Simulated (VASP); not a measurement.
An input for Quantum ESPRESSO's pw.x (written as the equivalent of a VASP run, and not itself run):

```
&CONTROL
  calculation = 'vc-relax'
  pseudo_dir = './pseudo'
  outdir = './out'
  tprnfor = .true.
  tstress = .true.
  nstep = 60
  forc_conv_thr = 0.00078
/
&SYSTEM
  ibrav = 0
  nat = 3
  ntyp = 2
  ecutwfc = 84
  occupations = 'smearing'
  smearing = 'gaussian'
  degauss = 0.003675
  input_dft = 'vdw-df2-b86r'
/
&ELECTRONS
  conv_thr = 7.3e-08
  electron_maxstep = 100
/
&IONS
/
&CELL
/
ATOMIC_SPECIES
  Ca 40.078 Ca.upf
  F 18.998 F.upf
CELL_PARAMETERS angstrom
     0.0000000    2.7331425    2.7331425
     2.7331425    0.0000000    2.7331425
     2.7331425    2.7331425   -0.0000000
ATOMIC_POSITIONS crystal
  Ca   1.0000000  0.0000000  1.0000000
  F    0.2500000  0.2500000  0.2500000
  F    0.7500000  0.7500000  0.7500000
K_POINTS automatic
  6 6 6 0 0 0
```

Q: Translate this input to VASP (INCAR, KPOINTS, POSCAR, choice of POTCAR).

A: This is not unique; one that fits is 
INCAR:
```
SYSTEM = CaF2
PREC = Accurate
ENCUT = 520
EDIFF = 1E-6
NELM = 100
ALGO = Normal
LREAL = .FALSE.
LASPH = .TRUE.
ISMEAR = 0
SIGMA = 0.05
GGA = MK
PARAM1 = 0.1234568
PARAM2 = 0.7114
ZAB_VDW = -1.8867
LUSE_VDW = .TRUE.
AGGAC = 0.0
LWAVE = .FALSE.
LCHARG = .FALSE.
IBRION = 2
ISIF = 3
NSW = 60
EDIFFG = -0.02
```

File POSCAR:
```
CaF2
1
    0.0000000000     2.7331424553     2.7331424553
    2.7331424553     0.0000000000     2.7331424553
    2.7331424553     2.7331424553    -0.0000000000
Ca F
1 2
Direct
  1.0000000000   0.0000000000   1.0000000000
  0.2500000000   0.2500000000   0.2500000000
  0.7500000000   0.7500000000   0.7500000000
```

**KPOINTS**
```
Automatic mesh
0
Gamma
6 6 6
0 0 0
```

POTCAR, in this order: Ca_sv F (PBE.64 set). Program: vasp_std.

The two are equivalent in intent, not identical: the potentials are each code's own (VASP's PAW set, PseudoDojo norm-conserving files in pw.x), so ENCUT and ecutwfc are chosen apart and not converted; conv_thr bounds pw.x's estimated SCF error, while EDIFF bounds the energy change between steps; forc_conv_thr acts on force components and is met together with etot_conv_thr.

The compound is CaF2 in the fluorite structure. It was relaxed first. The start is the result of an earlier pass.
